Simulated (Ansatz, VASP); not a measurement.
PC2 in VASP and in Ansatz

File INCAR:

```
SYSTEM = PC2
ALGO = Normal
EDIFF = 1E-7
EDIFFG = -0.04
ENCUT = 600
GGA = PE
IBRION = 2
ISIF = 3
ISMEAR = 0
LASPH = .True.
LCHARG = .False.
LREAL = .False.
LWAVE = .False.
NELM = 60
NSW = 90
PREC = Accurate
SIGMA = 0.1
```

Contents of KPOINTS:

```
k-points
0
Gamma
  9 9 4
  0 0 0
```

The input POSCAR:

```
PC2
1.0
    2.7576859400      0.0000000000      0.0000000000
   -1.3788429700      2.3882260800      0.0000000000
    0.0000000000      0.0000000000      7.0193396500
P C
2 4
Direct
    0.0000000000      0.0000000000      0.5000000000
    0.0000000000      0.0000000000      0.0000000000
    0.6666666700      0.3333333300      0.3797952800
    0.3333333300      0.6666666700      0.6202047200
    0.3333333300      0.6666666700      0.8797952800
    0.6666666700      0.3333333300      0.1202047200
```

Input for Ansatz:

```yaml
crystal:
  lattice:
    - [2.75768594, 0.0, 0.0]
    - [-1.37884297, 2.38822608, 0.0]
    - [0.0, 0.0, 7.01933965]
  atoms:
    - { symbol: P, position: [0.0, 0.0, 0.5] }
    - { symbol: P, position: [0.0, 0.0, 0.0] }
    - { symbol: C, position: [0.66666667, 0.33333333, 0.37979528] }
    - { symbol: C, position: [0.33333333, 0.66666667, 0.62020472] }
    - { symbol: C, position: [0.33333333, 0.66666667, 0.87979528] }
    - { symbol: C, position: [0.66666667, 0.33333333, 0.12020472] }
basis:
  ecutwfc: 420
kpoints:
  mp_grid: { grid: [9, 9, 4] }
hamiltonian:
  xc: pbe
scf:
  occupations: { method: gaussian, width: 0.1 }
  lower_state_search: "off"
output:
  forces: true
  stress: true
  eigenvalues: true
relax:
  adjacent_minimum: "off"
  f_tol: 0.04
  max_steps: 70
  cell: { stress_tol: 0.4 }
```

Alike in both runs: task relaxation of cell and atoms; functional PBE; k mesh 9 × 9 × 4; occupations gaussian, width 0.1 eV; no spin polarisation.

|  | VASP | Ansatz |
| --- | --- | --- |
| version | VASP 6.6.1 | Ansatz 0.2.0 |
| potentials or method | VASP PAW PBE potentials, release 64 (P, C) | scalar-relativistic, plane waves, PAW |
| plane-wave cutoff (eV) | 600 | 420 |
| valence electrons in the cell | 26 | 26 |

```csv
,VASP,Ansatz,Ansatz less VASP
"gap on the k mesh at the Fermi level, each at its own relaxed structure (eV)",none,none,-
relaxed volume (Å³/atom),8.23,8.25,+0.020
relaxed cell length with the largest relative difference (Å),2.849,2.852,+0.0030
energy change over the relaxation (meV/atom),-791,-800,-9.0
```

A gap of «none» marks a metal or a gap that the smearing closes.
